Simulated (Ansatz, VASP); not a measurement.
# ZrB2: VASP beside Ansatz, part 2 of 2

Wanted: the spread between two codes on one cell, functional and k mesh. The cell is taken from a series of runs on this material, whose earlier steps may have relaxed, scaled, displaced or heated it; both programs get it as it stands.

VASP 6.6.1 and Ansatz 0.2.0.

So far: The structure; VASP: zone-centre phonons, LDA.

### 3. Ansatz: zone-centre phonons, LDA

Level of this step: Ansatz beside VASP: Kohn-Sham DFT, plane waves, LDA (Ansatz).

Ansatz runs on its PAW soft_1 files.

The same cell, functional (in two slightly different forms), mesh and smearing now go to Ansatz.

The input, input.yaml:

```yaml
crystal:
  lattice:
    - [3.1335316287, 0.0, 0.0]
    - [-1.5667658144, 2.713717994, 0.0]
    - [0.0, 0.0, 3.5012773775]
  atoms:
    - { symbol: Zr, position: [0.0, 0.0, 0.0] }
    - { symbol: B, position: [0.3333333333, 0.6666666667, 0.5] }
    - { symbol: B, position: [0.6666666667, 0.3333333333, 0.5] }
kpoints:
  mp_grid: { grid: [10, 10, 6] }
hamiltonian:
  xc: lda
  pseudopotentials: { kind: paw, azcp: { folder: soft_1 }, xc_functional: pbe }
scf:
  occupations: { method: gaussian, width: 0.1 }
output:
  eigenvalues: true
basis:
  ecutwfc: 260.0
phonons:
  method: dfpt
```

The run is started by

```console
$ ansatz run input.yaml --threads 8 --pin off --max-ram 15360MiB --backend cpu --events-out ev --progress --plain --runs-dir out
```

Numbers of over 12 decimals in the logs are rounded to 6 here.

Log:

```text
Warning: basis.ecutwfc = 260 eV is below the records' recommended 420 eV, and the density's cutoff is lower with it unless basis.ecutrho_ratio is high enough to keep the records' density cutoff: compare with a run at a higher cutoff
zone centre: on kpoints.mp_grid the ground state, and the responses unless they are solved on pairs of k-points, stand on 124 of the mesh's 600 k-points, reduced under 4 symmetry operations, with k and −k counted as one. Each operation leaves every solved displacement unchanged or reverses it
Engine: ansatz 0.2.0, aarch64-unknown-linux-gnu
Pseudopotentials: kind: paw
Pseudopotential: Zr, paw, valence charge 12, recommended cutoff 420 eV (normal), soft_1/Zr.paw.azcp
Pseudopotential: B, paw, valence charge 3, recommended cutoff 420 eV (normal), soft_1/B.paw.azcp
Functional definition: SPW92
  exchange = slater_x
  correlation = pw_c
Crystal: 3 atoms, lattice volume = 29.773 Å³
Basis set: ecut = 260 eV, 291 PW (Γ), exchange–correlation on 36×36×40 points (8 copies of the dense FFT grid, shifted against one another)
Bands: 13, of which v1, the nominal top of the filled ones, is band 9 counted from 1 (8 counted from 0)
Symmetry: 24 space group operations
k-points: 124 of 600 (irreducible under 4 space group operations, time reversal used)
Non-local potential: Zr, projectors of the file, l = 0: 3, l = 1: 2, l = 2: 2, l = 3: 1
Non-local potential: B, projectors of the file, l = 0: 2, l = 1: 2, l = 2: 1
PAW form: soft (Blöchl's): semilocal exchange-correlation on the pseudo side does not see the compensation charge
PAW frozen core: Zr, regenerated for the run's functional, and the local potential with it (the file was generated under x = pbe(κ = 0.804, μ = 0.219515), c = pbe(β = 0.066725))
PAW frozen core: B, regenerated for the run's functional, and the local potential with it (the file was generated under x = pbe(κ = 0.804, μ = 0.219515), c = pbe(β = 0.066725))
PAW one-centre angular grid: Zr, 590 points (default); XC on 64 Gauss nodes
PAW one-centre angular grid: B, 110 points (default); XC on 64 Gauss nodes
Initial density: superposition of atomic densities (chi_scale 0.1, normalization cell, long waves kept (reshape's long-wave potential 0.00 eV rms))
Initial wavefunctions: pseudopotential atomic-orbital guess
Functional: x = slater, c = lda
SCF iter   1: F=—  HF=-4380.523682 eV  |F-HF|=—  |Δ(HF+E_count)|=         —  Δρ=5.83e-2  dr2=1.84e0  ethr=3.10e-3  ⟨swp⟩=4.7  Hψ=7732  notcnv=0
preconditioner: auto → none  [insulator: Δε(μ)=0.336 eV  Ē_g=17.133 eV  σ=0.100 eV  W_gap=0.81  n_scr=8 (ndim 8)  ℏωp=27.2 eV  f_vac=0.000  D(μ)=0.23/eV (n_scr^D=0)  ε∞_Penn≈3.5]
SCF iter   2: F=—  HF=-4380.057989 eV  |F-HF|=—  |Δ(HF+E_count)|=   4.66e-1  Δρ=2.56e-2  dr2=3.62e-1  ethr=3.10e-3  ⟨swp⟩=2.2  Hψ=3895  notcnv=0  defer=1
SCF iter   3: F=—  HF=-4379.959485 eV  |F-HF|=—  |Δ(HF+E_count)|=   9.85e-2  Δρ=8.42e-3  dr2=1.22e-2  ethr=2.01e-3  ⟨swp⟩=2.1  Hψ=3098  notcnv=0  defer=2
SCF iter   4: F=—  HF=-4379.959989 eV  |F-HF|=—  |Δ(HF+E_count)|=   5.04e-4  Δρ=1.40e-3  dr2=5.38e-4  ethr=6.76e-5  ⟨swp⟩=2.5  Hψ=2511  notcnv=0  defer=2
SCF iter   5: F=—  HF=-4379.960016 eV  |F-HF|=—  |Δ(HF+E_count)|=   2.72e-5  Δρ=1.26e-4  dr2=2.87e-6  ethr=2.99e-6  ⟨swp⟩=2.0  Hψ=2133  notcnv=0  defer=2
SCF iter   6: F=—  HF=-4379.960019 eV  |F-HF|=—  |Δ(HF+E_count)|=   2.86e-6  Δρ=1.81e-5  dr2=3.45e-8  ethr=1.59e-8  ⟨swp⟩=2.0  Hψ=2276  notcnv=0  defer=2
SCF iter   7: F=—  HF=-4379.960019 eV  |F-HF|=—  |Δ(HF+E_count)|=   1.79e-7  Δρ=2.79e-6  dr2=3.66e-9  ethr=1.92e-10  ⟨swp⟩=2.0  Hψ=2720  notcnv=0  defer=2
SCF iter   8: F=-4379.960019 eV  HF=-4379.960019 eV  |F-HF|=0.00e0  |Δ(HF+E_count)|=   1.01e-9  Δρ=1.20e-7  dr2=2.14e-12  ethr=1.00e-12  ⟨swp⟩=4.1  Hψ=7468  notcnv=0
SCF 1 converged in 8 iterations: F = -4379.960019 eV  dr2 = 2.14e-12
  greatest PAW one-centre occupation: 0.995 electrons in one spin orbital (limit 2), on the Zr atom at site 0 (counted from 0), in its partial waves of l = 0
DFPT response loops at Γ: preconditioner auto → Kerker (q_TF=auto, 2.509 Å⁻¹) (partly filled bands, converged f_vac=0.000); β = 1.00, the filter's whole step (`scf.mixing.beta` (0.50) is not read by the response loops under this deck's `scf.mixing.preconditioner`; to damp them name `kerker` or `kerker_dos`, under which they read `scf.mixing.beta`, and type it under 1.00, their step now; both keys bind the ground state too); Broyden in place of MSR1
SCF converged after 8 iterations
Free energy (F): -4379.960019 eV
Harris-Foulkes:  -4379.960019 eV  (|F-HF|=0.00e0)
Internal energy: -4379.958771 eV  (E = F + TS)
E sigma→0 (E₀):  -4379.959395 eV
Entropy (-TS):   -0.001247 eV (-0.416 meV/atom)
Fermi energy:    16.035905 eV
--- Per-component energies (eV) ---
  E_band       = -19.652746
  E_kinetic    = 421.915854
  E_local      = -517.206918  (includes V_loc(G=0)·N_el)
  E_nonlocal   = 94.191122
  E_hartree    = 174.604349
  E_xc         = -222.632457
  E_vxc        = -264.505642  (∫ρ·V_xc dr)
  E_paw        = -3002.969402  (= ΣΔE_a)
  E_vpaw       = -103.255857  (= ΣTr[D̂ρ^β])
  E_aug_tail   = -0.000008  (compensation charges beyond the density's cutoff)
  E_ewald      = -1328.323381
  E_core_change = 0.462069  (= ΣΔE_core)
  E_smearing   = -0.001247  (= −TS)
  E_closure    = 0.000000  (closes the sum)
  Σ components = -4379.960019   (vs F -4379.960019, Δ=0.00e0)
--- Band table (eV; the first three rows and the last of 124) ---
  k-point 0: bands = [... 5 lower, 13.3603, 13.3919, 13.3919, 13.7260, 19.5579, 19.5579, 20.3560, 20.3560]
  k-point 1: bands = [... 5 lower, 11.7705, 13.6667, 13.6667, 15.2462, 18.1368, 18.1368, 19.5596, 19.5596]
  k-point 2: bands = [... 5 lower, 9.9862, 14.4117, 14.4117, 16.8414, 16.8414, 16.9182, 17.9245, 17.9245]
  k-point 123: bands = [... 5 lower, 8.7669, 11.3201, 12.6291, 13.5134, 19.7774, 21.2532, 21.5168, 22.5144]
--- Phonons (Γ-DFPT): 4 representative perturbations + reference, on 124 of 600 k-points (Σ response iterations 12) ---
  k mesh reduced under 4 symmetry operations, with k and −k counted as one. Each operation leaves every solved displacement unchanged or reverses it
  ASR residual: 4.097e-5 → 0.000e0 eV/Å²; symmetrization residual: 8.018e-7 eV/Å²
  ASR residual per site (eV/Å²): 4.10e-5 3.34e-5 3.34e-5
  Γ frequencies (cm⁻¹): 0.00 0.00 0.00 470.75 470.75 488.64 577.72 810.24 810.24
  non-analytic LO–TO correction: not included (Born effective charges unavailable; polar crystals: no LO–TO splitting at Γ)
```

In the SCF lines HF is the Harris–Foulkes energy and dr2 the Hartree energy of the density residual, in eV; the loop may stop once dr2 is under the threshold and the program's other checks hold. Hψ counts applications of the Hamiltonian.

### 4. Comparison

Known differences besides the potentials themselves: the two LDA forms differ slightly; the cutoff is 260 eV in Ansatz and 500 eV in VASP; VASP's log shows a relativistic correction to its local exchange, Ansatz's none; Ansatz's log warns that its cutoff lies below the recommended one. Total energies have different zeros and are not compared.

Both answers:

```
                  quantity  Ansatz   VASP  difference
optical mode 1 to 2 (cm⁻¹)   470.8  466.8     +0.85 %
     optical mode 3 (cm⁻¹)   488.6  479.8     +1.84 %
     optical mode 4 (cm⁻¹)   577.7  571.2     +1.15 %
optical mode 5 to 6 (cm⁻¹)   810.2  804.4     +0.73 %
```

Modes are paired by rising frequency, not by their patterns, so a pair may set unlike modes beside each other; they are those without the splitting of longitudinal modes.

### 5. What came out

| Item | Value |
| --- | --- |
| r.m.s. difference of the optical zone-centre modes, each program's sorted by frequency (zone-centre phonons, LDA) | 6.1 cm⁻¹ |
| difference in optical mode 3 (zone-centre phonons, LDA) | +1.8 % |

What this shows: The r.m.s. difference of the optical zone-centre modes, each program's sorted by frequency is 6.1 cm⁻¹ (zone-centre phonons, LDA). Among the rows given in per cent, the largest difference of the zone-centre phonons, LDA pair is in optical mode 3, +1.8 %. How closely two codes agree says nothing of how well the functional describes the real material.

[Lines on the potential files, build, host, timing and source positions are cut from VASP's logs without a mark.]

[Logs are printed without paths, hosts, clocks, repeated set-up lines and the standing remarks that a program may print on its own settings, such as how far it seeks lower states.]

[Hosts, paths, dates, database ids (printed as entryN), source tags and the programs' standing remarks are cut or masked in the printed files.]
